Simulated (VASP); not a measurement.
# Which face does Hf expose?, part 3 of 5

Aim: compare the low-index faces of Hf at one level of theory.

VASP 6.6.1; PBEsol; plane waves and PAW (Hf).

So far. Step 3 (The bulk reference, job self-consistent run, k-mesh …): The run ends at a pressure of -0.12 GPa. Step 4 (Relaxing the slab, 8 atoms, face Hf(0001)): The run ended after 6 ionic steps, 0.146 eV below its first step, once the forces on the free atoms met EDIFFG = -0.03.

## 5. Potential and states of the slab, 8 atoms, face Hf(0001)

A static run writes the electrostatic potential without exchange and correlation (LVHAR), which is flat in the vacuum and gives the level to count from. The dipole correction cancels the field that unlike faces would set up across the vacuum.

The input, INCAR:

```
SYSTEM = Hf
PREC = Normal
ENCUT = 320
EDIFF = 1E-06
NELM = 120
ISMEAR = 1
SIGMA = 0.15
LREAL = .FALSE.
ALGO = Fast
GGA = PS
NBANDS = 24
LASPH = .TRUE.
LORBIT = 11
LWAVE = .FALSE.
LCHARG = .TRUE.
KPAR = 4
IDIPOL = 3
LDIPOL = .TRUE.
DIPOL = 0.5 0.5 0.5
LVHAR = .TRUE.
LVACPOTAV = .TRUE.
NEDOS = 1500
```

The input, POSCAR:

```
Hf
1.0
    3.1534839410      0.0000000000      0.0000000000
    1.5767419705      2.7309972033      0.0000000000
    0.0000000000      0.0000000000     32.4266230807
Hf
8
Direct
    0.6666666700      0.6666666700      0.2338744377
    0.0000000000      0.0000000000      0.3054842327
    0.6666666700      0.6666666700      0.3850132351
    0.0000000000      0.0000000000      0.4611180255
    0.6666666700      0.6666666700      0.5388819745
    0.0000000000      0.0000000000      0.6149867649
    0.6666666700      0.6666666700      0.6945157673
    0.0000000000      0.0000000000      0.7661255623
```

The input, KPOINTS:

```
Automatic mesh
0
Gamma
12 12 1
0 0 0
```

PAW data sets: Hf (PBE family, release 64).

On the command line:

```
$ mpirun -np 4 vasp_std
```

The program printed:

```text
[... set-up lines as in an earlier step ...]
 entering main loop
       N       E                     dE             d eps       ncg     rms          rms(c)
DAV:   1     0.382462362092E+02    0.38246E+02   -0.81793E+03   912   0.689E+02
DAV:   2    -0.749287937126E+02   -0.11318E+03   -0.10173E+03  1296   0.135E+02
DAV:   3    -0.866993085484E+02   -0.11771E+02   -0.11228E+02  1280   0.413E+01
DAV:   4    -0.875591183094E+02   -0.85981E+00   -0.82034E+00  1656   0.934E+00
DAV:   5    -0.875898506541E+02   -0.30732E-01   -0.30482E-01  1504   0.185E+00    0.283E+01
RMM:   6    -0.107413628550E+03   -0.19824E+02   -0.71021E+01  1608   0.201E+01    0.175E+01
RMM:   7    -0.125030042863E+03   -0.17616E+02   -0.79031E+01  1431   0.208E+01    0.198E+01
RMM:   8    -0.851336886189E+02    0.39896E+02   -0.10373E+01  1019   0.101E+01    0.897E+00
RMM:   9    -0.831894973410E+02    0.19442E+01   -0.46175E+00  1403   0.563E+00    0.590E+00
RMM:  10    -0.827343136826E+02    0.45518E+00   -0.16145E+00  1315   0.355E+00    0.330E+00
RMM:  11    -0.824950618757E+02    0.23925E+00   -0.53474E-01  1549   0.190E+00    0.244E+00
RMM:  12    -0.826646849089E+02   -0.16962E+00   -0.16818E-01  1440   0.991E-01    0.274E+00
RMM:  13    -0.822949906733E+02    0.36969E+00   -0.54906E-01  1505   0.156E+00    0.862E-01
RMM:  14    -0.822750824851E+02    0.19908E-01   -0.78368E-02  1350   0.840E-01    0.675E-01
RMM:  15    -0.822590070368E+02    0.16075E-01   -0.69525E-02  1536   0.607E-01    0.195E-01
RMM:  16    -0.822590278318E+02   -0.20795E-04   -0.26367E-02  1530   0.379E-01    0.729E-02
RMM:  17    -0.822592641906E+02   -0.23636E-03   -0.42805E-03  1365   0.193E-01    0.369E-02
RMM:  18    -0.822593854570E+02   -0.12127E-03   -0.25000E-03  1579   0.107E-01    0.293E-02
RMM:  19    -0.822594129510E+02   -0.27494E-04   -0.55255E-04  1546   0.516E-02    0.206E-02
RMM:  20    -0.822594097565E+02    0.31944E-05   -0.22476E-04  1323   0.360E-02    0.214E-02
RMM:  21    -0.822594132078E+02   -0.34513E-05   -0.10002E-04  1505   0.209E-02    0.176E-02
RMM:  22    -0.822594057455E+02    0.74623E-05   -0.77198E-05  1321   0.212E-02    0.698E-03
RMM:  23    -0.822594205618E+02   -0.14816E-04   -0.16893E-05  1281   0.123E-02    0.430E-03
RMM:  24    -0.822594379881E+02   -0.17426E-04   -0.65716E-06  1033   0.661E-03    0.347E-03
RMM:  25    -0.822594599974E+02   -0.22009E-04   -0.29971E-06   962   0.530E-03    0.134E-03
RMM:  26    -0.822594746955E+02   -0.14698E-04   -0.11200E-06   880   0.440E-03    0.132E-03
RMM:  27    -0.822594804544E+02   -0.57589E-05   -0.54713E-08   798   0.329E-03    0.660E-04
RMM:  28    -0.822594826620E+02   -0.22076E-05    0.22233E-07   755   0.266E-03    0.298E-04
RMM:  29    -0.822594831097E+02   -0.44773E-06    0.24656E-07   700   0.223E-03
 -----------------------------------------------------------------------------
|                                                                             |
|           W    W    AA    RRRRR   N    N  II  N    N   GGGG   !!!           |
|           W    W   A  A   R    R  NN   N  II  NN   N  G    G  !!!           |
|           W    W  A    A  R    R  N N  N  II  N N  N  G       !!!           |
|           W WW W  AAAAAA  RRRRR   N  N N  II  N  N N  G  GGG   !            |
|           WW  WW  A    A  R   R   N   NN  II  N   NN  G    G                |
|           W    W  A    A  R    R  N    N  II  N    N   GGGG   !!!           |
|                                                                             |
|     Did not find any points to average over, which means that no vacuum     |
|     field-free region was found. Please increase the size of  your cell     |
|     in the dimension of the dipole correction to obtain accurate            |
|     workfunction values.                                                    |
|                                                                             |
 -----------------------------------------------------------------------------

   1 F= -.82259483E+02 E0= -.82258160E+02  d E =-.397075E-02
```

The job ended after 57 s (4 MPI ranks of AMD EPYC 7R43, shared host; peak memory 0.67 GiB).

From OUTCAR (step 5):

```text
   NELECT =      32.0000    total number of electrons

 dipolmoment           0.000000      0.000000     -0.000001 electrons x Angstroem

 E-fermi :   1.6741

 k-point     1 :       0.0000    0.0000    0.0000
  band No.  band energies     occupation
    ...
      6      -2.7384      2.00000
      7      -2.3433      2.00000
      8      -2.1869      2.00000
      9       1.4040      2.02878
     10       1.4184      2.03669
     11       1.8199     -0.04398
     12       2.0114     -0.00661
     13       2.2964     -0.00000
     14       2.3023     -0.00000
     15       2.6513     -0.00000
    ...

  Total       -1.7266171     -1.7266171     -0.5980488      0.0000000      0.0000000      0.0000000
  in kB       -9.9058791     -9.9058791     -3.4311017      0.0000000      0.0000000      0.0000000
  external PRESSURE =      -7.7476200 kB  Pullay stress =       0.0000000 kB

 POSITION                                       TOTAL-FORCE (eV/Angst)
 -----------------------------------------------------------------------------------
      3.15348      1.82066      7.58376        -0.000000     -0.000000      0.015977
      0.00000      0.00000      9.90582         0.000000      0.000000      0.018118
      3.15348      1.82066     12.48468         0.000000     -0.000000     -0.008868
      0.00000      0.00000     14.95250        -0.000000     -0.000000      0.010212
      3.15348      1.82066     17.47412         0.000000      0.000000     -0.010212
      0.00000      0.00000     19.94194        -0.000000      0.000000      0.008868
      3.15348      1.82066     22.52080        -0.000000     -0.000000     -0.018118
      0.00000      0.00000     24.84286         0.000000      0.000000     -0.015977
 -----------------------------------------------------------------------------------
    total drift:                                0.000000      0.000000     -0.000055

  FREE ENERGIE OF THE ION-ELECTRON SYSTEM (eV)
  ---------------------------------------------------
  free  energy   TOTEN  =       -82.2594831097 eV

  energy  without entropy=      -82.2555123597  energy(sigma->0) =      -82.25815953

 vacuum level on the upper side and lower side of the slab         6.137         6.137

[... 8 parts as in an earlier step ...]

[... 9 further parts left out ...]
```

Numbers from this step:

| Item | Value |
| --- | --- |
| electronic cycles | 29 |
| Fermi energy | 1.674 eV |
| dipole moment | 0, 0, -1.00e-6 e·Å |
| vacuum levels | 6.137, 6.137 eV |
| work functions of the upper and lower face | 4.463, 4.463 eV |

The planar average of the electrostatic potential oscillates, so the rows of the table below give means over windows of 2.48 Å about each position, cut where the curve ends. Its maxima inside the range that stand out by 2 % of the span (Å: eV): 8.8: -1.77, 11.1: -0.404, 13.7: -1.07, 16.2: -0.698, 18.7: -1.07, 21.3: -0.404, 23.6: -1.77. Its minima: 7.5: -9.68, 9.9: -9.50, 12.5: -9.53, 15.0: -9.60, 17.5: -9.60, 19.9: -9.53, 22.5: -9.50, 24.9: -9.68.

Zero at the Fermi level. Table of planar average of the electrostatic potential by height; means over each step:

height (Å), planar average of the electrostatic potential (eV) and a bar from the least value:
```
     1.24       4.46 ##############################
     3.72       4.43 ##############################
     6.20      -0.42 ################
     8.68      -6.01 
    11.16      -4.94 ###
    13.64      -5.49 #
    16.12      -5.25 ##
    18.60      -5.50 #
    21.08      -4.95 ###
    23.56      -5.99 
    26.04      -1.46 #############
    28.52       4.41 ##############################
    31.00       4.46 ##############################
```

Density of states in the PAW spheres, an atom over height of the layer and energy from the Fermi level.

Ten even steps from '0' (0.00 states/eV) to '9' (1.37 states/eV), each cell a mean:
```
96999969
84544548
63433436
66877866
89877898
56455465
23444432
35555553
45444454
44444444
23333332
22333322
11111111
01111110
00111100
00000000
00000000
00000000
00000000
00000000
00000000
00000000
```
Columns: height of the layer (Å) from 7.6 to 24.8 (not evenly spaced); rows upwards: energy from the Fermi level (eV) from -7.9 to 0.5.

Valence density in the ca plane at fractional y = 0.000, with atoms of Hf within 0.2 Å of it. It is the smooth field of the valence electrons, not physical close to the nuclei.

Values in e/Å³, 5 rows by 16 columns, each cell a mean:
```
0.21 0.20 0.20 0.21 0.21 0.21 0.20 0.19 0.20 0.23 0.19 0.23 0.07 0.01 0.00 0.00
0.18 0.19 0.17 0.19 0.18 0.18 0.19 0.16 0.18 0.20 0.21 0.18 0.06 0.01 0.00 0.00
0.18 0.18 0.17 0.19 0.18 0.18 0.18 0.16 0.19 0.19 0.20 0.16 0.06 0.01 0.00 0.00
0.19 0.21 0.18 0.19 0.19 0.19 0.20 0.17 0.19 0.21 0.21 0.19 0.07 0.01 0.00 0.00
0.22 0.20 0.21 0.21 0.21 0.22 0.20 0.20 0.21 0.24 0.17 0.24 0.08 0.01 0.00 0.00
```
Columns run along c (16.0 Å, from fractional 0.43 to 0.92 of the cell), rows up along a (3.2 Å). Atoms in or near the plane, at fractional coordinates: Hf at (0.46, 0.00), Hf at (0.61, 0.00), Hf at (0.77, 0.00).

The map of layer states is cut here 0.5 eV above the Fermi level, so it leaves out the states above that.

The vacuum level lies 4.46 eV above the Fermi level at the upper face; both faces agree, as the slab has next to no dipole.

The program found no field-free point at its default tolerance, but its printed level agrees with the flat part of the planar average.

On this mesh the fine structure of the density of states is sampling noise, and high empty states may be cut by the number of bands.

[end of part 3 of 5]

[Lines on the potential files, build, host, timing and source positions are cut from VASP's logs without a mark.]

[Logs are printed without paths, hosts, clocks, repeated set-up lines and the standing remarks that a program may print on its own settings, such as how far it seeks lower states.]

[Hosts, paths, dates, database ids (printed as entryN), source tags and the programs' standing remarks are cut or masked in the printed files.]

[Runs that stopped without an error message from VASP are left out.]
